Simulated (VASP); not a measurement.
Wanted: the native input for a VASP 6.6.1 run.

* Task: relaxation of cell and atoms
* Functional: PBE
* Potentials or basis: VASP PAW PBE potentials, release 64 (Be, B, As)
* Cutoff: 600 eV
* k mesh: 8 × 8 × 6
* Occupations: gaussian, width 0.1 eV
* Spin: no spin polarisation
* Dipole correction: no
* Further INCAR settings: ALGO = Normal; EDIFF = 1e-07; IBRION = 2; EDIFFG = -0.01; NSW = 100; ISIF = 3

The structure of Be3BAs3 lies in POSCAR:

```
Be3BAs3
1.0
    4.5533175419      0.0000000000      0.0000000000
    0.0000000000      4.5533175419      0.0000000000
    0.0000000000      0.0000000000      7.6417277663
Be B As
3 1 3
Direct
    0.5000000000      0.5000000000      0.7658712421
    0.5000000000      0.5000000000      0.2341287579
    0.0000000000      0.0000000000      0.0000000000
    0.5000000000      0.5000000000      0.0000000000
    0.0000000000      0.5000000000      0.0000000000
    0.5000000000      0.0000000000      0.0000000000
    0.5000000000      0.5000000000      0.5000000000
```

The cell was built by a generator and needn't be a form met in nature.

The cell isn't the ideal one: random cell by space group and Wyckoff sites (P4/mmm, No. 123).

The input as run:

INCAR

```
  PREC = Accurate
  ENCUT = 600
  EDIFF = 1E-7
  ISMEAR = 0
  SIGMA = 0.1
  LREAL = F
  LASPH = T
  NELM = 60
  ALGO = Normal
  ISIF = 3
  LWAVE = F
  LCHARG = F
  GGA = PE
  IBRION = 2
  NSW = 100
  EDIFFG = -0.01
```

KPOINTS

```
regular mesh
0
Gamma
  8 8 6
```

Potentials or basis: VASP PAW PBE potentials, release 64 (Be, B, As).

The run is started by

```sh
$ cat potpaw_PBE.64/Be/POTCAR potpaw_PBE.64/B/POTCAR potpaw_PBE.64/As/POTCAR > POTCAR
$ mpirun -np 1 vasp_std > vasp.out
```

Results of the run:

The relaxed volume is 22.84 Å³/atom. The relaxed cell is a = 4.564 Å, b = 4.564 Å, c = 7.675 Å, α = 90.00°, β = 90.00°, γ = 90.00° and the space group after relaxing (to 0.05 Å) is P4/mmm (No. 123). The energy gained by relaxing is 0.6 meV/atom and the ionic steps are 4. The pressure after relaxing is 0.0 GPa and the band gap on the k mesh is none (metal or under the smearing width).

It took 4.2 min on 1 thread of Intel(R) Xeon(R) 6975P-C (Granite Rapids) (shared host), peak memory 0.42 GiB.
